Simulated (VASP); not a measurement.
# Lu3AlN4 (Pm-3m) in VASP: further runs

Runs on Lu3AlN4. Level: PBE. Tasks: relaxation of cell and atoms.

All numbers are computed with VASP 6.6.1; they aren't measurements. Logs are shortened: lines on timing, memory, paths and dates and some standing lists are left out, and cuts for length are marked.

## (1) The structure

It takes space group Pm-3m (No. 221, cubic). The conventional cell has a = 4.950 Å, b = 4.950 Å, c = 4.950 Å, α = 90.00°, β = 90.00°, γ = 90.00°. Lu (site symmetry 4/mmm) is surrounded by 6 N at 2.48 Å. Al (site symmetry m-3m) has 6 N at 2.48 Å as nearest neighbours. N (site symmetry 4/mmm) has 4 Lu at 2.48 Å and 2 Al at 2.48 Å as nearest neighbours. N (site symmetry m-3m) is surrounded by 6 Lu at 2.48 Å.

The cell was built by a generator and needn't be a form met in nature.

## (2) Relaxation of cell and atoms, PBE

File INCAR:

```
ALGO = Fast
EDIFF = 1E-4
EDIFFG = -0.08
ENCUT = 520
GGA = PE
IBRION = 2
ISIF = 3
ISMEAR = 0
LASPH = True
LCHARG = False
LREAL = False
LWAVE = False
NELM = 60
NSW = 24
PREC = Normal
SIGMA = 0.15
```

File KPOINTS:

```
k-points
0
Gamma
  3 3 3
```

File POSCAR:

```
Lu3AlN4
1.0
    4.9500000000      0.0000000000      0.0000000000
    0.0000000000      4.9500000000      0.0000000000
    0.0000000000      0.0000000000      4.9500000000
Lu Al N
3 1 4
Direct
    0.5000000000      0.0000000000      0.5000000000
    0.5000000000      0.5000000000      0.0000000000
    0.0000000000      0.5000000000      0.5000000000
    0.0000000000      0.0000000000      0.0000000000
    0.5000000000      0.0000000000      0.0000000000
    0.5000000000      0.5000000000      0.5000000000
    0.0000000000      0.5000000000      0.0000000000
    0.0000000000      0.0000000000      0.5000000000
```

Potentials or basis: VASP PAW PBE potentials, release 64 (Lu, Al, N).

Launch:

```
cat potpaw_PBE.64/Lu/POTCAR potpaw_PBE.64/Al/POTCAR potpaw_PBE.64/N/POTCAR > POTCAR
mpirun -np 4 vasp_std > vasp.out
```

OUTCAR:

```text
EDIFF = 1E-4
   EDIFFG = -0.08
   ENCUT = 520
   GGA = PE
   IBRION = 2
   ISIF = 3
   ISMEAR = 0
   LASPH = True
   LREAL = False
   NELM = 60
   NSW = 24
   PREC = Normal

 ion  position               nearest neighbor table
   1  0.500  0.000  0.500-   5 2.48   6 2.48   8 2.48   5 2.48   6 2.48   8 2.48   2 3.50   4 3.50
                             2 3.50   2 3.50   3 3.50   3 3.50   2 3.50   3 3.50   4 3.50   4 3.50
   2  0.500  0.500  0.000-   5 2.48   6 2.48   7 2.48   6 2.48   5 2.48   7 2.48   1 3.50   3 3.50
                             1 3.50   1 3.50   4 3.50   3 3.50   1 3.50   3 3.50   4 3.50   4 3.50
   3  0.000  0.500  0.500-   6 2.48   7 2.48   8 2.48   7 2.48   8 2.48   6 2.48   2 3.50   4 3.50
                             1 3.50   1 3.50   4 3.50   2 3.50   4 3.50   1 3.50   2 3.50   4 3.50
   4  0.000  0.000  0.000-   5 2.48   7 2.48   8 2.48   8 2.48   7 2.48   5 2.48   1 3.50   3 3.50
                             1 3.50   2 3.50   3 3.50   2 3.50   3 3.50   1 3.50   2 3.50   3 3.50
   5  0.500  0.000  0.000-   1 2.48   2 2.48   4 2.48   1 2.48   2 2.48   4 2.48
   6  0.500  0.500  0.500-   1 2.48   2 2.48   3 2.48   2 2.48   1 2.48   3 2.48
   7  0.000  0.500  0.000-   2 2.48   3 2.48   4 2.48   3 2.48   4 2.48   2 2.48
   8  0.000  0.000  0.500-   1 2.48   3 2.48   4 2.48   4 2.48   3 2.48   1 2.48

  LATTYP: Found a simple cubic cell.
 ALAT       =     4.9500000000

  Lattice vectors:

 A1 = (   4.9500000000,   0.0000000000,   0.0000000000)
 A2 = (   0.0000000000,   4.9500000000,   0.0000000000)
 A3 = (   0.0000000000,   0.0000000000,   4.9500000000)

Analysis of symmetry for initial positions (statically):
=====================================================================
 Subroutine PRICEL returns:
 Original cell was already a primitive cell.

 Routine SETGRP: Setting up the symmetry group for a
 simple cubic supercell.

 Subroutine GETGRP returns: Found 48 space group operations
 (whereof 48 operations were pure point group operations)
 out of a pool of 48 trial point group operations.

The static configuration has the point symmetry O_h .

Analysis of symmetry for dynamics (positions and initial velocities):
=====================================================================
 Subroutine PRICEL returns:
 Original cell was already a primitive cell.

 Routine SETGRP: Setting up the symmetry group for a
 simple cubic supercell.

 Subroutine GETGRP returns: Found 48 space group operations
 (whereof 48 operations were pure point group operations)
 out of a pool of 48 trial point group operations.

The dynamic configuration has the point symmetry O_h .

 Subroutine INISYM returns: Found 48 space group operations
 (whereof 48 operations are pure point group operations),
 and found     1 'primitive' translations
[... 146 lines left out ...]
  in kB     -248.7492735   -248.7492735   -248.7492735      0.0000000     -0.0000000      0.0000000
  external PRESSURE =    -248.7492735 kB  Pullay stress =       0.0000000 kB
[... 29 lines left out ...]
--------------------------------------- Ionic step        2  -------------------------------------------

 number of electron      97.9999994 magnetization

------------------------ aborting loop EDIFF was not reached (unconverged)  ----------------------------

  FORCE on cell =-STRESS in cart. coord.  units (eV):
  Direction    XX          YY          ZZ          XY          YZ          ZX
  --------------------------------------------------------------------------------------
  -------------------------------------------------------------------------------------
  Total      281.0918681    281.0918681    281.0918681      0.0000000      0.0000000      0.0000000
  in kB     5330.7530871   5330.7530871   5330.7530871      0.0000000      0.0000000      0.0000000
  external PRESSURE =    5330.7530871 kB  Pullay stress =       0.0000000 kB
[... 29 lines left out ...]
--------------------------------------- Ionic step        3  -------------------------------------------

 number of electron      98.0000119 magnetization

------------------------ aborting loop EDIFF was not reached (unconverged)  ----------------------------

  FORCE on cell =-STRESS in cart. coord.  units (eV):
  Direction    XX          YY          ZZ          XY          YZ          ZX
  --------------------------------------------------------------------------------------
  -------------------------------------------------------------------------------------
  Total    -1332.0134879  -1332.0134879  -1332.0134879     -0.0000000     -0.0000000      0.0000000
  in kB   -17977.3605815 -17977.3605815 -17977.3605815     -0.0000000     -0.0000000      0.0000000
  external PRESSURE =  -17977.3605815 kB  Pullay stress =       0.0000000 kB
[... 23 lines left out ...]
  FREE ENERGIE OF THE ION-ELECTRON SYSTEM (eV)
  ---------------------------------------------------
  free  energy   TOTEN  =       385.4450596984 eV

  energy  without entropy=      385.4689646080  energy(sigma->0) =      385.45701215

 E-fermi :  11.3080     XC(G=0): -12.2396

 val. band max:       10.5699261563   @ k =   0.3333   0.3333   0.3333
 cond. band min:      26.9267802818   @ k =   0.3333   0.3333   0.3333
 fundamental gap:     16.3568541255
 Fermi energy:        11.3080014226

 k-point     1 :       0.0000    0.0000    0.0000
  band No.  band energies     occupation
      1     -49.7050      2.00000
      2     -49.6489      2.00000
      3     -49.6489      2.00000
      4     -20.6160      2.00000
      5     -20.6160      2.00000
      6     -20.6160      2.00000
[... 241 lines left out ...]
     59      62.1585      0.00000
     60      63.0947      0.00000

[... ionic steps 4 to 7 ...]

--------------------------------------- Ionic step        8  -------------------------------------------

 number of electron      98.0000086 magnetization

------------------------ aborting loop because EDIFF is reached ----------------------------------------
[... 79 lines left out ...]
--------------------------------------- Ionic step       10  -------------------------------------------

 number of electron      97.9999916 magnetization

 Free energy of the ion-electron system (eV)
  ---------------------------------------------------
  ext. energy  EPLUGINS =         0.00000000
  ---------------------------------------------------
  free energy    TOTEN  =       -61.74767783 eV

  energy without entropy =      -61.73831098  energy(sigma->0) =      -61.74299441

 E-fermi :   4.5703     XC(G=0): -12.2327

 val. band max:        4.5185267487   @ k =   0.0000   0.0000   0.0000
 cond. band min:       4.9210470302   @ k =   0.0000   0.0000   0.0000
 fundamental gap:      0.4025202815
 Fermi energy:         4.5703341452

 k-point     1 :       0.0000    0.0000    0.0000
  band No.  band energies     occupation
      1     -49.9733      2.00000
      2     -49.9113      2.00000
      3     -49.9113      2.00000
      4     -21.0864      2.00000
      5     -21.0864      2.00000
      6     -21.0864      2.00000
[... 276 lines left out ...]
  FREE ENERGIE OF THE ION-ELECTRON SYSTEM (eV)
  ---------------------------------------------------
  free  energy   TOTEN  =       -61.7476778305 eV

  energy  without entropy=      -61.7383109802  energy(sigma->0) =      -61.74299441

 reached required accuracy - stopping structural energy minimisation
```

CONTCAR:

```text
Lu3AlN4
   1.00000000000000
     4.6645246899749395   -0.0000000000000000    0.0000000000000000
     0.0000000000000000    4.6645246899749395    0.0000000000000000
    -0.0000000000000000   -0.0000000000000000    4.6645246899749395
  Lu              Al              N
     3     1     4
Direct
     0.5000000000000000    0.0000000000000000    0.5000000000000000
     0.5000000000000000    0.5000000000000000    0.0000000000000000
     0.0000000000000000    0.5000000000000000    0.5000000000000000
     0.0000000000000000    0.0000000000000000    0.0000000000000000
     0.5000000000000000    0.0000000000000000    0.0000000000000000
     0.5000000000000000    0.5000000000000000    0.5000000000000000
     0.0000000000000000    0.5000000000000000    0.0000000000000000
     0.0000000000000000    0.0000000000000000    0.5000000000000000

  0.00000000E+00  0.00000000E+00  0.00000000E+00
  0.00000000E+00  0.00000000E+00  0.00000000E+00
  0.00000000E+00  0.00000000E+00  0.00000000E+00
  0.00000000E+00  0.00000000E+00  0.00000000E+00
  0.00000000E+00  0.00000000E+00  0.00000000E+00
  0.00000000E+00  0.00000000E+00  0.00000000E+00
  0.00000000E+00  0.00000000E+00  0.00000000E+00
  0.00000000E+00  0.00000000E+00  0.00000000E+00
```

Wall time 2.6 min (4 MPI ranks of Intel Xeon 6975P-C (Granite Rapids), shared host); peak memory 0.13 GiB.

What came out:

| Quantity | Value |
| --- | --- |
| Free energy | -61.7477 eV |
| Relaxed volume | 12.69 Å³/atom |
| Relaxed cell | a = 4.665 Å, b = 4.665 Å, c = 4.665 Å, α = 90.00°, β = 90.00°, γ = 90.00° |
| Space group after relaxing (to 0.05 Å) | Pm-3m (No. 221) |
| Energy gained by relaxing | 184.6 meV/atom |
| Ionic steps | 10 |
| Pressure after relaxing | 0.7 GPa |
| Band gap on the k mesh | none (metal or under the smearing width) |

The path:
```tsv
step	energy change (eV)	largest force (eV/Å)	pressure (GPa)	volume (Å³)
1	0.0000	0.0000	-24.87	121.29
2	5369.4691	0.0000	533.08	84.48
3	445.7161	0.0000	-1797.74	118.71
4	1699.0310	0.0000	1538.43	89.90
5	59.3564	0.0000	-3743.75	103.64
6	8.4431	0.0000	2.43	93.38
7	3.4186	0.0000	58.88	93.89
8	-1.4199	0.0000	6.99	98.69
9	-1.4425	0.0000	5.77	99.37
10	-1.4766	0.0000	0.66	101.49
```

Final structure:
```
CELL_PARAMETERS angstrom
4.66452 0.00000 0.00000
0.00000 4.66452 0.00000
0.00000 0.00000 4.66452
ATOMIC_POSITIONS crystal
Lu 0.50000 0.00000 0.50000
Lu 0.50000 0.50000 0.00000
Lu 0.00000 0.50000 0.50000
Al 0.00000 0.00000 0.00000
N 0.50000 0.00000 0.00000
N 0.50000 0.50000 0.50000
N 0.00000 0.50000 0.00000
N 0.00000 0.00000 0.50000
```

Caveat: the k mesh is coarse (spacing up to 0.42 Å⁻¹), so the values aren't converged; the volume moved by over 15 % at a fixed basis, so the end points are rough; the relaxation stopped at a loose force limit of 0.08 eV/Å, so its end isn't a converged minimum. Spin-orbit coupling is left out, which matters for the levels of Lu.

## (3) Relaxation of cell and atoms, PBE

This run uses another cell than the first one, of 16.07 Å³/atom, 1.060 times its volume.

INCAR is that of step 2.

KPOINTS is that of step 2.

File POSCAR:

```
Lu3AlN4
1.0
   -3.1793568300      3.1793568300      3.1793568300
    3.1793568300     -3.1793568300      3.1793568300
    3.1793568300      3.1793568300     -3.1793568300
Lu Al N
3 1 4
Direct
    0.0000000000      0.5000000000      0.5000000000
    0.5000000000      0.0000000000      0.5000000000
    0.5000000000      0.5000000000      0.0000000000
    0.0000000000      0.0000000000      0.0000000000
    0.5000000000      0.5000000000      0.5000000000
    0.0000000000      0.0000000000      0.5000000000
    0.0000000000      0.5000000000      0.0000000000
    0.5000000000      0.0000000000      0.0000000000
```

Potentials or basis: VASP PAW PBE potentials, release 64 (Lu, Al, N).

Launch:

```
cat potpaw_PBE.64/Lu/POTCAR potpaw_PBE.64/Al/POTCAR potpaw_PBE.64/N/POTCAR > POTCAR
mpirun -np 4 vasp_std > vasp.out
```

Run time: 2.1 min. Hardware: 4 MPI ranks of Intel Xeon 6975P-C (Granite Rapids), shared host; peak memory 0.14 GiB.

Results (log left out):

```yaml
Free_energy: -54.3773 eV
Relaxed_volume: 12.06 Å³/atom
Relaxed_cell: a = 5.004 Å, b = 5.004 Å, c = 5.004 Å, α = 109.47°, β = 109.47°, γ = 109.47°
Space_group_after_relaxing_to_0.05_Å: Im-3m (No. 229)
Energy_gained_by_relaxing: 406.0 meV/atom
Ionic_steps: 9
Pressure_after_relaxing: 0.1 GPa
Band_gap_on_the_k_mesh: 0.04 eV, indirect (least direct gap 0.10 eV)
```

The path:
| step | energy change (eV) | largest force (eV/Å) | pressure (GPa) | volume (Å³) |
| --- | --- | --- | --- | --- |
| 1 | 0.0000 | 0.0000 | -31.24 | 128.55 |
| 2 | 5585.3792 | 0.0000 | 777.80 | 78.62 |
| 3 | 384.1774 | 0.0000 | -720.61 | 124.99 |
| 4 | 983.4986 | 0.0000 | 712.38 | 95.67 |
| 5 | 14.4091 | 0.0000 | -3014.54 | 109.68 |
| 6 | -3.2306 | 0.0000 | -3.16 | 97.97 |
| 7 | -3.2401 | 0.0000 | -3.89 | 97.41 |
| 8 | -3.2479 | 0.0000 | -1.84 | 96.54 |
| 9 | -3.2481 | 0.0000 | 0.07 | 96.46 |

Final structure:
```yaml
crystal:
  lattice:
    - [-2.88908, 2.88908, 2.88908]
    - [2.88908, -2.88908, 2.88908]
    - [2.88908, 2.88908, -2.88908]
  atoms:
    - { symbol: Lu, position: [0.00000, 0.50000, 0.50000] }
    - { symbol: Lu, position: [0.50000, 0.00000, 0.50000] }
    - { symbol: Lu, position: [0.50000, 0.50000, 0.00000] }
    - { symbol: Al, position: [0.00000, 0.00000, 0.00000] }
    - { symbol: N, position: [0.50000, 0.50000, 0.50000] }
    - { symbol: N, position: [0.00000, 0.00000, 0.50000] }
    - { symbol: N, position: [0.00000, 0.50000, 0.00000] }
    - { symbol: N, position: [0.50000, 0.00000, 0.00000] }
```

Levels at points of the mesh, in eV from the valence-band top:
| k point | band 46 | band 47 | band 48 | band 49 | band 50 | band 51 | band 52 | band 53 |
| --- | --- | --- | --- | --- | --- | --- | --- | --- |
| (0.00, 0.00, 0.00) | -0.10 | -0.10 | 0.00 | 0.00 | 1.37 | 2.42 | 2.93 | 3.64 |

Caveat: the k mesh is coarse (spacing up to 0.47 Å⁻¹), so the values aren't converged; the volume moved by over 15 % at a fixed basis, so the end points are rough; spin-orbit coupling is left out, which moves the levels of the heavy elements; an odd mesh through Γ misses points on the zone boundary, where band edges often lie; the relaxation stopped at a loose force limit of 0.08 eV/Å, so its end isn't a converged minimum.
